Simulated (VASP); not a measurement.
Calculation: vdW-DF2, VASP's PBE PAW potentials (set 64) (plane waves; VASP).

The input files of a VASP run:

INCAR:
```
SYSTEM = Pb
PREC = Accurate; ENCUT = 520; LREAL = F
LASPH = T
EDIFF = 1E-7; NELM = 100; ALGO = Normal
LMAXMIX = 4
ISMEAR = -5
GGA = ML; LUSE_VDW = T; AGGAC = 0.0
ZAB_VDW = -1.8867
ISIF = 2
LWAVE = F; LCHARG = T; LORBIT = 11
NEDOS = 601
```

POSCAR:
```
Pb
1
    0.0000000000     2.6143323459     2.6143323459
    2.6143323459     0.0000000000     2.6143323459
    2.6143323459     2.6143323459     0.0000000000
Pb
1
Direct
  0.0000000000   0.0000000000   0.0000000000
```

### KPOINTS
```
K-points
0
gamma
 14 14 14
0 0 0
```

POTCAR, in this order: Pb_d (PBE.64 set). Program: vasp_std.

Output of the run:

### OSZICAR
```
       N       E                     dE             d eps       ncg     rms          rms(c)
DAV:   1     0.106500544258E+03    0.10650E+03   -0.72747E+03  2303   0.141E+03
DAV:   2     0.474884805767E+01   -0.10175E+03   -0.10013E+03  2339   0.321E+02
DAV:   3    -0.340524980288E-01   -0.47829E+01   -0.47580E+01  2721   0.810E+01
DAV:   4    -0.156924582628E+00   -0.12287E+00   -0.12283E+00  2742   0.151E+01
DAV:   5    -0.162608711021E+00   -0.56841E-02   -0.56832E-02  2922   0.288E+00    0.557E-01
DAV:   6    -0.151284684114E+00    0.11324E-01   -0.22211E-02  2765   0.279E+00    0.224E-01
DAV:   7    -0.149509303566E+00    0.17754E-02   -0.77718E-03  2681   0.160E+00    0.576E-02
DAV:   8    -0.149638880804E+00   -0.12958E-03   -0.60291E-04  2420   0.385E-01    0.163E-02
DAV:   9    -0.149631342749E+00    0.75381E-05   -0.33888E-05  2753   0.106E-01    0.697E-03
DAV:  10    -0.149641717816E+00   -0.10375E-04   -0.31324E-05  2372   0.452E-02    0.890E-04
DAV:  11    -0.149642079251E+00   -0.36143E-06   -0.39478E-07  2658   0.653E-03    0.532E-04
DAV:  12    -0.149642628068E+00   -0.54882E-06   -0.76700E-07  2366   0.671E-03    0.742E-05
DAV:  13    -0.149642665076E+00   -0.37008E-07   -0.13209E-08  1684   0.120E-03
   1 F= -.14964267E+00 E0= -.14964267E+00  d E =0.000000E+00
```

**OUTCAR**
```
------------------------ aborting loop because EDIFF is reached ----------------------------------------
  FORCE on cell =-STRESS in cart. coord.  units (eV):
  Direction    XX          YY          ZZ          XY          YZ          ZX
  --------------------------------------------------------------------------------------
  Total        0.0453211      0.0453211      0.0453211      0.0000000      0.0000000      0.0000000
  in kB        2.0318813      2.0318813      2.0318813      0.0000000      0.0000000      0.0000000
  external PRESSURE =       2.0318813 kB  Pullay stress =       0.0000000 kB
  volume of cell :       35.74
      direct lattice vectors                 reciprocal lattice vectors
     0.000000000  2.614332346  2.614332346    -0.191253419  0.191253419  0.191253419
     2.614332346  0.000000000  2.614332346     0.191253419 -0.191253419  0.191253419
     2.614332346  2.614332346  0.000000000     0.191253419  0.191253419 -0.191253419
 POSITION                                       TOTAL-FORCE (eV/Angst)
 -----------------------------------------------------------------------------------
      0.00000      0.00000      0.00000        -0.000000      0.000000     -0.000000
 -----------------------------------------------------------------------------------
    total drift:                               -0.000000     -0.000000     -0.000000
  FREE ENERGIE OF THE ION-ELECTRON SYSTEM (eV)
  ---------------------------------------------------
  free  energy   TOTEN  =        -0.1496426651 eV

  energy  without entropy=       -0.1496426651  energy(sigma->0) =       -0.14964267

 total charge

# of ion       s       p       d       tot
------------------------------------------
    1        1.425   0.709   9.798  11.932
```
(Selected blocks of OUTCAR.)

### OUTCAR
```
 val. band max:        5.5661166622   @ k =  -0.4286   0.2857   0.0000

 cond. band min:       5.6013500628   @ k =  -0.2143   0.3571   0.1429


 Fermi energy:         5.7294224741

 k-point     1 :       0.0000    0.0000    0.0000
  band No.  band energies     occupation
      1     -11.2951      2.00000
      2     -11.2951      2.00000
      3     -11.2951      2.00000
      4     -11.2096      2.00000
      5     -11.2096      2.00000
      6      -5.1230      2.00000
      7      11.5765      0.00000
      8      11.5765      0.00000
      9      11.5765      0.00000
     10      15.6109      0.00000
     11      15.7073      0.00000

 k-point     2 :       0.0714    0.0000    0.0000
  band No.  band energies     occupation
      1     -11.2947      2.00000
      2     -11.2905      2.00000
      3     -11.2905      2.00000
      4     -11.2098      2.00000
      5     -11.2098      2.00000
      6      -5.0426      2.00000
      7      10.6741      0.00000
      8      11.4847      0.00000
      9      11.4847      0.00000
     10      15.2767      0.00000
     11      16.1938      0.00000

 k-point     3 :       0.1429    0.0000    0.0000
  band No.  band energies     occupation
      1     -11.2939      2.00000
      2     -11.2801      2.00000
      3     -11.2801      2.00000
      4     -11.2078      2.00000
      5     -11.2078      2.00000
      6      -4.8028      2.00000
      7       8.9271      0.00000
      8      11.2463      0.00000
      9      11.2463      0.00000
     10      14.7684      0.00000
     11      17.2583      0.00000

 k-point     4 :       0.2143    0.0000    0.0000
  band No.  band energies     occupation
      1     -11.2935      2.00000
      2     -11.2729      2.00000
      3     -11.2729      2.00000
      4     -11.1968      2.00000
      5     -11.1968      2.00000
      6      -4.4108      2.00000
      7       7.0826     -0.05644
      8      10.9386      0.00000
      9      10.9386      0.00000
...
```

For a metal the tetrahedron method with Blöchl corrections gives inexact stress and forces. Unless said otherwise, spin-orbit coupling is left out, though it shifts the bands of the heavy elements here.

The compound is Pb in the fcc structure. It was relaxed first, which changed the volume by +18 %.
